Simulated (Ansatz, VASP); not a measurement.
# One calculation of NbRu3C, two programs

Contents of INCAR:

```
ALGO = Normal
EDIFF = 1E-6
ENCUT = 520
GGA = PE
ISIF = 2
ISMEAR = 1
LASPH = T
LCHARG = F
LREAL = F
LWAVE = F
NBANDS = 38
NELM = 60
PREC = Accurate
SIGMA = 0.05
```

KPOINTS

```
k-points
0
Gamma
  6 6 6
```

File POSCAR:

```
NbRu3C
1.0
    4.1317934859      0.0000000000      0.0000000000
    0.0000000000      4.1317934859      0.0000000000
    0.0000000000      0.0000000000      4.1317934859
Nb Ru C
1 3 1
Direct
    0.0000000000      0.0000000000      0.0000000000
    0.0000000000      0.5000000000      0.5000000000
    0.5000000000      0.0000000000      0.5000000000
    0.5000000000      0.5000000000      0.0000000000
    0.5000000000      0.5000000000      0.5000000000
```

Input for Ansatz:

```yaml
crystal:
  lattice:
    - [4.131793485942334, 0.0, 0.0]
    - [0.0, 4.131793485942334, 0.0]
    - [0.0, 0.0, 4.131793485942334]
  atoms:
    - { symbol: Nb, position: [0.0, 0.0, 0.0] }
    - { symbol: Ru, position: [0.0, 0.5, 0.5] }
    - { symbol: Ru, position: [0.5, 0.0, 0.5] }
    - { symbol: Ru, position: [0.5, 0.5, 0.0] }
    - { symbol: C, position: [0.5, 0.5, 0.5] }
basis:
  ecutwfc: 550.0
kpoints:
  mp_grid:
    grid: [6, 6, 6]
hamiltonian:
  xc: pbe
  pseudopotentials:
    kind: paw
scf:
  max_iter: 50
  convergence:
    dr2_threshold: 1.0e-09
  occupations:
    method: methfessel_paxton
    width: 0.05
output:
  stress: true
```

The cell comes from a database or a generator and needn't be the stable form of this composition.

Alike in both runs: task single point; functional PBE; k mesh 6 × 6 × 6; occupations methfessel-paxton of order 1, width 0.05 eV; no spin polarisation.

|  | VASP | Ansatz |
| --- | --- | --- |
| version | VASP 6.6.1 | Ansatz 0.2.0 |
| potentials or method | VASP PAW PBE potentials, release 64 (Nb_sv, Ru_pv, C) | plane waves, PAW |
| plane-wave cutoff (eV) | 520 | 550 |
| valence electrons in the cell | 59 | 65 |

Ansatz gave:

- pressure (GPa): -14.9

**Question.** Which values does VASP return?

**Answer.** Pressure (GPa): -15.0.

With one functional, cell and mesh, what is left measures potentials, basis and numerics. The two sets of potentials don't hold the same shells in valence. Ansatz warned: «stress_scf_threshold_loose».

Caveats: so large a pressure means that the cell lies far from this level's equilibrium, or that cutoff or potentials fall short (VASP).
